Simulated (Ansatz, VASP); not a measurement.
# Co (Cobalt): VASP beside Ansatz, part 2 of 2

One calculation is typed for both programs; each brings its own data sets. How far apart do they land? The cell is a member of a volume series, scaled by 0.985 from a relaxed one, so a pressure remains. Other levels of theory on this material are compared in a session of their own. Valence electrons are named where the data sets of a main pair hold unlike numbers.

VASP 6.6.1 and Ansatz 0.2.0.

So far. Step 2 (Ansatz: single point, PBE, volume scaled by 0.985): The run ends at a pressure of 4.27 GPa.

## Step 6: VASP: single point, RPBE, volume scaled by 0.985

Level of this step: RPBE, spin-polarised from a ferromagnetic start; plane waves and PAW (Co) (VASP).

With cell and atoms fixed, the geometry can't cause a difference; cores, projectors, grids and the points listed under the comparison can. The cell compared in this pair holds 21.93 Å³, against 21.29 Å³ for the pair before.

The input asks for a relaxation, which ended at its first step since no free force or stress exceeded the threshold; so it serves as a single point.

INCAR

```
SYSTEM = Co
PREC = Accurate
ENCUT = 450
EDIFF = 1E-06
NELM = 100
ISMEAR = 1
SIGMA = 0.15
LREAL = .FALSE.
ALGO = Normal
GGA = RP
NBANDS = 19
ISPIN = 2
MAGMOM = 2 2
LASPH = .TRUE.
LMAXMIX = 4
LORBIT = 11
LWAVE = .FALSE.
LCHARG = .FALSE.
KPAR = 8
IBRION = 2
NSW = 30
ISIF = 4
EDIFFG = -0.01
```

POSCAR

```
Co
1.0
    2.5030732914      0.0000000000      0.0000000000
   -1.2515366457      2.1677250579      0.0000000000
    0.0000000000      0.0000000000      4.0411885284
Co
2
Direct
    0.6666666667      0.3333333333      0.7500000000
    0.3333333333      0.6666666667      0.2500000000
```

KPOINTS

```
Automatic mesh
0
Gamma
21 21 12
0 0 0
```

Potentials, in the order of the species: Co (PBE family, release 64).

Command:

```
$ mpirun -np 8 vasp_std
```

Numbers of over 12 decimals in the logs are rounded to 6 here.

Output:

```text
[banner, memory and clock lines left out]
running    8 mpi-ranks, on    1 nodes
[...]
[... a notice as in an earlier step ...]

|                                                                             |
|               ----> ADVICE to this user running VASP <----                  |
|                                                                             |
|     You enforced a specific xc type in the INCAR file but a different       |
|     [... a line on the potential file left out ...]
|     I HOPE YOU KNOW WHAT YOU ARE DOING!                                     |
|                                                                             |

 LDA part: xc-table for (Slater+PW92), standard interpolation
 POSCAR, INCAR and KPOINTS ok, starting setup
[...]
entering main loop
       N       E                     dE             d eps       ncg     rms          rms(c)
DAV:   1     0.788826606198E+02    0.78883E+02   -0.76292E+03 26632   0.117E+03
DAV:   2    -0.112688123383E+02   -0.90151E+02   -0.81471E+02 25811   0.209E+02
DAV:   3    -0.148442331206E+02   -0.35754E+01   -0.34413E+01 28327   0.523E+01
DAV:   4    -0.148981014454E+02   -0.53868E-01   -0.53836E-01 32204   0.552E+00
[...]
DAV:  11    -0.130241140084E+02   -0.53642E-04   -0.15065E-04 38439   0.198E-01    0.268E-02
DAV:  12    -0.130241146058E+02   -0.59744E-06   -0.15172E-05 26945   0.389E-02    0.144E-02
DAV:  13    -0.130241143583E+02    0.24756E-06   -0.17322E-06 23877   0.155E-02
   1 F= -.13024114E+02 E0= -.13024051E+02  d E =-.130241E+02  mag=     3.2534
[...]
reached required accuracy - stopping structural energy minimisation
```

From OUTCAR (step 6):

```text
  Total        0.3901469      0.3901469      0.4054497     -0.0000000     -0.0000000     -0.0000000
  in kB       28.5070205     28.5070205     29.6251621     -0.0000000     -0.0000000     -0.0000000
  external PRESSURE =      28.8797343 kB  Pullay stress =       0.0000000 kB

 POSITION                                       TOTAL-FORCE (eV/Angst)
 -----------------------------------------------------------------------------------
      1.25154      0.72258      3.03089         0.000000      0.000000      0.000000
     -0.00000      1.44515      1.01030        -0.000000     -0.000000      0.000000
 -----------------------------------------------------------------------------------
    total drift:                               -0.000000      0.000000     -0.000000

  FREE ENERGIE OF THE ION-ELECTRON SYSTEM (eV)
  ---------------------------------------------------
  free  energy   TOTEN  =       -13.0241143583 eV

  energy  without entropy=      -13.0239239960  energy(sigma->0) =      -13.02405090

 magnetization (x)
# of ion       s       p       d       tot
------------------------------------------
    1       -0.016  -0.059   1.728   1.653
    2       -0.016  -0.059   1.728   1.653
--------------------------------------------------
tot         -0.032  -0.119   3.456   3.305

[... 2 parts as in an earlier step ...]

[... 2 further parts left out ...]
[key lines of the parts left out:]
E-fermi :  10.2454
```

The PAW data sets were made with PBE, which is usual practice but a small mismatch for other functionals.

## Step 7: Ansatz: single point, RPBE, volume scaled by 0.985

The same cell, functional, mesh and smearing now go to Ansatz, which takes its cutoff from its data sets.

The cell is a member of a volume series, scaled by 0.985 from a relaxed one, so a pressure remains.

input.yaml

```yaml
crystal:
  lattice:
    - [2.50307329, 0.0, 0.0]
    - [-1.25153665, 2.16772506, 0.0]
    - [0.0, 0.0, 4.04118853]
  atoms:
    - { symbol: Co, position: [0.66666667, 0.33333333, 0.75], spin: 2.0 }
    - { symbol: Co, position: [0.33333333, 0.66666667, 0.25], spin: 2.0 }
hamiltonian:
  xc: rpbe
  pseudopotentials: { kind: paw }
magnetization:
  spin_polarized: true
kpoints:
  mp_grid: { grid: [21, 21, 12] }
scf:
  occupations: { method: methfessel_paxton, width: 0.15 }
  n_extra_bands: 8
output:
  forces: true
  stress: true
  eigenvalues: true
```

Command:

```
$ ansatz run input.yaml --threads 2 --pin off --max-ram 4608MiB --backend cpu --events-out ev --progress --plain --runs-dir out
```

Output:

```text
[...]
Crystal: 2 atoms, lattice volume = 21.927 Å³
Basis set: ecut = 420 eV, 403 PW (Γ), exchange–correlation on 36×36×60 points (8 copies of the dense FFT grid, shifted against one another)
Bands: 25, of which v1, the nominal top of the filled ones, is band 17 counted from 1 (16 counted from 0)
Symmetry: 24 space group operations
[...]
k-point 1 ↑: bands = [... 13 lower, 16.2645, 16.2645, 16.6631, 16.6631, 17.7080, 17.7080, 18.1625, 25.2621, ... 4 higher]
  k-point 2 ↑: bands = [... 13 lower, 16.2106, 16.2106, 16.7802, 16.7802, 17.4756, 17.6951, 17.6951, 26.3701, ... 4 higher]
  k-point 335 ↓: bands = [... 13 lower, 16.8615, 18.4625, 18.4625, 19.7160, 19.7160, 24.7918, 24.7918, 26.4738, ... 4 higher]
[key lines of the parts left out:]
SCF converged after 12 iterations
Magnetization: 3.2723 μB (18.6361 up, 15.3639 down)
Free energy (F): -10262.073453 eV
Fermi energy:    18.603760 eV
P = ⅓ Tr σ = 3.8269 GPa (38.269 kbar)
```

Elapsed: 27 s, on 2 threads of Arm Neoverse N1, shared host; peak memory 0.54 GiB; 52 s of CPU time.

The run ends at a pressure of 3.83 GPa.

## Step 8: Side by side

What differs besides the data sets and the points named for the pairs above, as far as they apply: the data sets hold 34 valence electrons in Ansatz (on its default PAW (the set named soft_2) files) and 18 in VASP; Ansatz makes its cores anew for this functional, VASP keeps those of its PBE data sets. Total energies have different zeros and are not compared.

The two programs side by side:

```tsv
quantity	Ansatz	VASP	difference
pressure (GPa)	3.83	2.89	+0.94
pressure without Ansatz's Pulay correction (GPa)	3.65	2.89	+0.76
total moment (μB)	3.27	3.25	+0.02
moment on Co1 (μB)	1.72	1.65	+0.07
moment on Co2 (μB)	1.72	1.65	+0.07
```

Ansatz's pressure holds a Pulay correction of 0.18 GPa; VASP's holds none.

## Step 9: VASP: single point, BLYP, volume scaled by 0.985

A single point gives forces, pressure and levels at one fixed geometry, so differences don't come from the geometry; what else differs is listed under the comparison. The cell compared in this pair holds 22.31 Å³, against 21.93 Å³ for the pair before.

The input asks for a relaxation, which ended at its first step since no free force or stress exceeded the threshold; so it serves as a single point.

Changes to INCAR since step 6:

```diff
@@ -9,3 +9,7 @@
 ALGO = Normal
-GGA = RP
+GGA = B5
+ALDAX = 1
+AGGAX = 1
+AGGAC = 1
+ALDAC = 0
 NBANDS = 19
```

POSCAR

```
Co
1.0
    2.5177885327      0.0000000000      0.0000000000
   -1.2588942664      2.1804688308      0.0000000000
    0.0000000000      0.0000000000      4.0633550719
Co
2
Direct
    0.6666666667      0.3333333333      0.7500000000
    0.3333333333      0.6666666667      0.2500000000
```

KPOINTS is that of step 6.

Command:

```
$ mpirun -np 8 vasp_std
```

Output:

```text
[banner, memory and clock lines left out]
running    8 mpi-ranks, on    1 nodes
[...]
[... a notice as in an earlier step ...]

 [... a notice as in an earlier step ...]

 LDA part: xc-table for (Slater(with rela. corr.)+VWN5), standard interpolation
 POSCAR, INCAR and KPOINTS ok, starting setup
[...]
entering main loop
       N       E                     dE             d eps       ncg     rms          rms(c)
DAV:   1     0.803367150885E+02    0.80337E+02   -0.76136E+03 26744   0.117E+03
DAV:   2    -0.101817414276E+02   -0.90518E+02   -0.81735E+02 25848   0.209E+02
DAV:   3    -0.138593574111E+02   -0.36776E+01   -0.35412E+01 28354   0.529E+01
DAV:   4    -0.139179313027E+02   -0.58574E-01   -0.58536E-01 33073   0.571E+00
[...]
DAV:  11    -0.121214823338E+02    0.13117E-04   -0.43373E-05 33312   0.890E-02    0.295E-02
DAV:  12    -0.121214841639E+02   -0.18301E-05   -0.52874E-06 27611   0.247E-02    0.161E-02
DAV:  13    -0.121214849753E+02   -0.81136E-06   -0.17580E-06 28070   0.161E-02
   1 F= -.12121485E+02 E0= -.12121307E+02  d E =-.121215E+02  mag=     3.1767
[...]
reached required accuracy - stopping structural energy minimisation
```

From OUTCAR (step 9):

```text
  Total        0.3999270      0.3999270      0.4140399     -0.0000000     -0.0000000      0.0000000
  in kB       28.7235056     28.7235056     29.7371187     -0.0000000     -0.0000000      0.0000000
  external PRESSURE =      29.0613766 kB  Pullay stress =       0.0000000 kB

 POSITION                                       TOTAL-FORCE (eV/Angst)
 -----------------------------------------------------------------------------------
      1.25889      0.72682      3.04752        -0.000000      0.000000      0.000000
     -0.00000      1.45365      1.01584         0.000000      0.000000      0.000000
 -----------------------------------------------------------------------------------
    total drift:                               -0.000000      0.000000     -0.000000

  FREE ENERGIE OF THE ION-ELECTRON SYSTEM (eV)
  ---------------------------------------------------
  free  energy   TOTEN  =       -12.1214849753 eV

  energy  without entropy=      -12.1209520418  energy(sigma->0) =      -12.12130733

 magnetization (x)
# of ion       s       p       d       tot
------------------------------------------
    1       -0.015  -0.049   1.672   1.609
    2       -0.015  -0.049   1.672   1.609
--------------------------------------------------
tot         -0.029  -0.098   3.345   3.217

[... 2 parts as in an earlier step ...]

[... 2 further parts left out ...]
[key lines of the parts left out:]
E-fermi :  10.3273
```

## Step 10: Ansatz: single point, BLYP, volume scaled by 0.985

The same cell, functional (in two slightly different forms), mesh and smearing now go to Ansatz, which takes its cutoff from its data sets.

The cell is a member of a volume series, scaled by 0.985 from a relaxed one, so a pressure remains.

input.yaml, the sections that differ from step 7:

```yaml
crystal:
  lattice:
    - [2.51778853, 0.0, 0.0]
    - [-1.25889427, 2.18046883, 0.0]
    - [0.0, 0.0, 4.06335507]
  atoms:
    - { symbol: Co, position: [0.66666667, 0.33333333, 0.75], spin: 2.0 }
    - { symbol: Co, position: [0.33333333, 0.66666667, 0.25], spin: 2.0 }
hamiltonian:
  xc: blyp
  pseudopotentials: { kind: paw }
output:
  forces: true
  stress: true
  eigenvalues: true
  write_density: true
  write_potential: true
  elf: true
  volumetric_format: npy
# magnetization, kpoints, scf: as in step 7
```

Command:

```
$ ansatz run input.yaml --threads 2 --pin off --max-ram 4608MiB --backend cpu --events-out ev --progress --plain --runs-dir out
```

Output:

```text
[...]
Crystal: 2 atoms, lattice volume = 22.308 Å³
Basis set: ecut = 420 eV, 415 PW (Γ), exchange–correlation on 36×36×60 points (8 copies of the dense FFT grid, shifted against one another)
Bands: 25, of which v1, the nominal top of the filled ones, is band 17 counted from 1 (16 counted from 0)
Symmetry: 24 space group operations
[...]
k-point 1 ↑: bands = [... 13 lower, 16.2594, 16.2594, 16.6492, 16.6492, 17.6829, 17.6829, 18.3069, 25.1004, ... 4 higher]
  k-point 2 ↑: bands = [... 13 lower, 16.2067, 16.2067, 16.7647, 16.7647, 17.5939, 17.6696, 17.6696, 26.2286, ... 4 higher]
  k-point 335 ↓: bands = [... 13 lower, 16.8742, 18.3312, 18.3312, 19.5537, 19.5537, 24.7667, 24.7667, 26.5023, ... 4 higher]
[key lines of the parts left out:]
SCF converged after 11 iterations
Magnetization: 3.2042 μB (18.6021 up, 15.3979 down)
Free energy (F): -10268.515526 eV
Fermi energy:    18.504981 eV
P = ⅓ Tr σ = 3.2816 GPa (32.816 kbar)
```

Elapsed: 33 s, on 2 threads; peak memory 0.55 GiB.

The run ends at a pressure of 3.28 GPa.

## Step 11: Side by side

What differs besides the data sets and the points named for the pairs above, as far as they apply: the data sets hold 34 valence electrons in Ansatz (on its default PAW (the set named soft_2) files) and 18 in VASP; VASP's log shows a relativistic correction to its local exchange, Ansatz's none. Total energies have different zeros and are not compared.

The two programs side by side:

```tsv
quantity	Ansatz	VASP	difference
pressure (GPa)	3.28	2.91	+0.38
pressure without Ansatz's Pulay correction (GPa)	3.06	2.91	+0.16
total moment (μB)	3.20	3.18	+0.03
moment on Co1 (μB)	1.67	1.61	+0.06
moment on Co2 (μB)	1.67	1.61	+0.06
```

Ansatz's pressure holds a Pulay correction of 0.22 GPa; VASP's holds none.

## Step 12: Summary of results

| Item | Value |
| --- | --- |
| difference in pressure (single point, PBE, volume scaled by 0.985) | 1.0 GPa |
| difference in total moment (single point, RPBE, volume scaled by 0.985) | 0.019 μB |
| difference in pressure (single point, RPBE, volume scaled by 0.985) | 0.94 GPa |
| difference in total moment (single point, BLYP, volume scaled by 0.985) | 0.028 μB |

The difference in pressure is 1.0 GPa (single point, PBE, volume scaled by 0.985), at about the 1 GPa picked in this series as the mark of a large difference. The data sets hold unlike numbers of valence electrons (34 in Ansatz and 18 in VASP), so part of the differences comes from the potentials. Single point, PBE, volume scaled by 0.985, norm-conserving potentials (cutoff 1306 eV): the difference in pressure goes from 1.0 to 1.4 GPa; the difference in total moment goes from 0.019 to 0.060 μB; the difference in pressure without Ansatz's Pulay correction goes from 0.84 to 1.4 GPa. 14 further runs of this series are not shown here. How closely two codes agree says nothing of how well the functional describes the real material.

[Lines on the potential files, build, host, timing and source positions are cut from VASP's logs without a mark.]

[Logs are printed without paths, hosts, clocks, repeated set-up lines and the standing remarks that a program may print on its own settings, such as how far it seeks lower states.]

[Hosts, paths, dates, database ids (printed as entryN), source tags and the programs' standing remarks are cut or masked in the printed files.]
